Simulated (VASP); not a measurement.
Cost and result of VASP (PAW) for the bulk modulus of KTaO3 (cubic perovskite). Static lattice, third-order Birch-Murnaghan fit over five volumes. The cost counts the five points of the equation of state, each on the mesh and cut-off of its row, so the ratios hold those differences too. With PBE it took about 90 core-seconds. The timings are rough (shared machines, no repeats); factors under 2 mean little.

Measured: 220 GPa (as given by S. Tinte et al., Physical review. B, Condensed matter (1998), arXiv:cond-mat/9809379).

| level | k-mesh | cut-off (eV) | bulk modulus (GPa) | error (%) | cost over PBE |
|---|---|---|---|---|---|
| LDA | 6×6×6 | 520 | 217 | -1.2 | within a factor of 2 |
| PBE | 6×6×6 | 520 | 188 | -14.5 | reference |
| PBEsol | 6×6×6 | 520 | 203 | -7.8 | within a factor of 2 |
| r2SCAN | 6×6×6 | 520 | 209 | -5.0 | about 6 times |
| SCAN | 6×6×6 | 520 | 213 | -3.0 | about 7 times |

Within 10 % of the measurement lie LDA, PBEsol, r2SCAN, SCAN; LDA, PBEsol stand at the low end of their costs, within a factor of 2 against PBE.

Left out are levels that failed, ran on another kind of processor or have no fit band path; at most nine are shown.

The compound is KTaO3 in the cubic perovskite structure.
